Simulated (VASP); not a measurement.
VASP ran on this input.

**POSCAR**
```
SrO
1
    0.0000000000     2.6316000000     2.6316000000
    2.6316000000     0.0000000000     2.6316000000
    2.6316000000     2.6316000000     0.0000000000
Sr O
1 1
Direct
  0.0000000000   0.0000000000   0.0000000000
  0.5000000000   0.5000000000   0.5000000000
```

**INCAR**
```
SYSTEM = SrO
PREC = Accurate
ENCUT = 520
EDIFF = 1E-6
NELM = 100
ALGO = Normal
LREAL = .FALSE.
LASPH = .TRUE.
ISMEAR = 0
SIGMA = 0.05
GGA = PE
LMAXMIX = 4
LWAVE = .FALSE.
LCHARG = .FALSE.
ISIF = 2
```

### KPOINTS
```
k-points along high-symmetry lines
6
Line-mode
Reciprocal
  0.000000   0.000000   0.000000 ! GAMMA
  0.500000   0.000000   0.500000 ! X

  0.500000   0.000000   0.500000 ! X
  0.625000   0.250000   0.625000 ! U

  0.375000   0.375000   0.750000 ! K
  0.000000   0.000000   0.000000 ! GAMMA

  0.000000   0.000000   0.000000 ! GAMMA
  0.500000   0.500000   0.500000 ! L

  0.500000   0.500000   0.500000 ! L
  0.500000   0.250000   0.750000 ! W

  0.500000   0.250000   0.750000 ! W
  0.500000   0.000000   0.500000 ! X
```

POTCAR, in this order: Sr_sv O (PBE.64 set). Program: vasp_std.

The run wrote:

File standard output:
```
 POSCAR found type information on POSCAR SrO
 POSCAR found :  2 types and       2 ions
 Reading from existing POTCAR
 Reading from existing POTCAR
 LDA part: xc-table for (Slater+PW92), standard interpolation
 POSCAR, INCAR and KPOINTS ok, starting setup
 WAVECAR not read
 entering main loop
       N       E                     dE             d eps       ncg     rms          rms(c)
DAV:   1     0.803958120176E+02    0.80396E+02   -0.88041E+03   872   0.130E+03
DAV:   2    -0.968935013818E+01   -0.90085E+02   -0.81973E+02  1200   0.247E+02
DAV:   3    -0.134036578439E+02   -0.37143E+01   -0.36835E+01  1120   0.494E+01
DAV:   4    -0.135016714211E+02   -0.98014E-01   -0.97985E-01  1264   0.715E+00
DAV:   5    -0.135027146050E+02   -0.10432E-02   -0.10432E-02  1112   0.651E-01    0.163E+01
DAV:   6    -0.108931029379E+02    0.26096E+01   -0.12686E+01   988   0.251E+01    0.222E+01
DAV:   7    -0.108094298110E+02    0.83673E-01   -0.67528E-01  1100   0.632E+00    0.138E+01
DAV:   8    -0.107954804004E+02    0.13949E-01   -0.18101E-01   940   0.476E+00    0.586E-01
DAV:   9    -0.107937610616E+02    0.17193E-02   -0.19206E-02  1084   0.116E+00    0.238E-01
DAV:  10    -0.107946840661E+02   -0.92300E-03   -0.14435E-03   936   0.401E-01    0.126E-01
DAV:  11    -0.107948600414E+02   -0.17598E-03   -0.39790E-04  1020   0.162E-01    0.434E-02
DAV:  12    -0.107948679498E+02   -0.79083E-05   -0.29766E-05   992   0.569E-02    0.951E-03
DAV:  13    -0.107948699557E+02   -0.20060E-05   -0.58357E-06  1012   0.238E-02    0.404E-03
DAV:  14    -0.107948697153E+02    0.24046E-06   -0.22800E-07   640   0.505E-03
   1 F= -.10794870E+02 E0= -.10794870E+02  d E =-.192912E-13
```

File OUTCAR:
```
------------------------ aborting loop because EDIFF is reached ----------------------------------------
  FORCE on cell =-STRESS in cart. coord.  units (eV):
  Direction    XX          YY          ZZ          XY          YZ          ZX
  --------------------------------------------------------------------------------------
  Total        1.2585168      1.2585168      1.2585168     -0.0000000     -0.0000000      0.0000000
  in kB       55.3197191     55.3197191     55.3197191     -0.0000000     -0.0000000      0.0000000
  external PRESSURE =      55.3197191 kB  Pullay stress =       0.0000000 kB
  volume of cell :       36.45
      direct lattice vectors                 reciprocal lattice vectors
     0.000000000  2.631600000  2.631600000    -0.189998480  0.189998480  0.189998480
     2.631600000  0.000000000  2.631600000     0.189998480 -0.189998480  0.189998480
     2.631600000  2.631600000  0.000000000     0.189998480  0.189998480 -0.189998480
  FREE ENERGIE OF THE ION-ELECTRON SYSTEM (eV)
  ---------------------------------------------------
  free  energy   TOTEN  =       -10.7948697153 eV

  energy  without entropy=      -10.7948697153  energy(sigma->0) =      -10.79486972
```
(Selected blocks of OUTCAR.)

Problem. The run ends quietly. Is anything wrong with it?

Solution. The cause: a line-mode KPOINTS file was used for a self-consistent run. The run ends without an error. Against the sound run, the energy per atom (σ→0) rises by 0.626 eV/atom; the pressure goes up by 8.14 GPa. To mend it, correct KPOINTS.
File KPOINTS:
```
Automatic mesh
0
Gamma
7 7 7
0 0 0
```
The mended run (PBE GGA, plane waves, VASP's PBE PAW potentials (set 64)) converges, and its OSZICAR ends with
```
   1 F= -.12045912E+02 E0= -.12045912E+02  d E =-.164765E-16
```

The compound is SrO in the rock salt structure. The cell was not relaxed at this level.
